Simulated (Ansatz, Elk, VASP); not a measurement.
# Code comparison for MgBr2 (P-3m1, 3 atoms in the cell)

Self-consistent single point.

```yaml
crystal:
  lattice:
    - [3.76142, 0.00000, 0.00000]
    - [-1.88071, 3.25748, 0.00000]
    - [0.00000, 0.00000, 6.24251]
  atoms:
    - { symbol: Mg, position: [0.00000, 0.00000, 0.00000] }
    - { symbol: Br, position: [0.33333, 0.66667, 0.23348] }
    - { symbol: Br, position: [0.66667, 0.33333, 0.76652] }
```

Shared settings, as Ansatz (a program for electronic structure) writes them: kpoints.mp_grid.grid = 10 10 6; magnetization.spin_orbit = true; scf.occupations.method = fixed. Potentials and cutoffs stand in the table.

| code | model | pressure (GPa) | largest force (eV/Å) | gap on the mesh (eV) | cutoff |
|---|---|---|---|---|---|
| Ansatz | LDA (PW92) with spin-orbit coupling, default PAW files made with PBE | 0.79 | 0.271 | 4.175 | default |
| VASP | LDA (PZ), spin-orbit coupling, VASP's LDA PAW potentials (set 64) | 0.63 | 0.258 | 4.188 | 300 eV |
| Elk | LDA (PW92), spin-orbit coupling in second variation, all-electron FP-LAPW, Elk's shipped species files, default APW+lo basis | – | – | 4.192 | default |

A dash marks a value that a program does not give, or that is left out as unsure.

Gaps are read on the mesh.

The spread over the programs that give each value: pressure within 0.16 GPa; largest force within 0.013 eV/Å; gap on the mesh within 0.017 eV.

Elk treats all electrons, but the usual bases taken here (sphere radii, linearisation, local orbitals, empty states) were not tested for convergence, so the values are no reference for the others. Ansatz's pressure is given at a fixed set of plane waves, as the other plane-wave codes print theirs. The same LDA comes in different parametrisations, which differ slightly.

VASP's run is marked for a possible Pulay error in its stress at this cutoff; no cutoff test was made.

VASP ran the fixed occupations as a Gaussian smearing of 0.01 eV.

The starting cell comes from a database of computed structures (which also holds hypothetical and non-ambient phases and stackings), without a prior relaxation at this level. Its lattice was rescaled by a random factor within 2.5 % of one.

Keys are those of Ansatz 0.2.
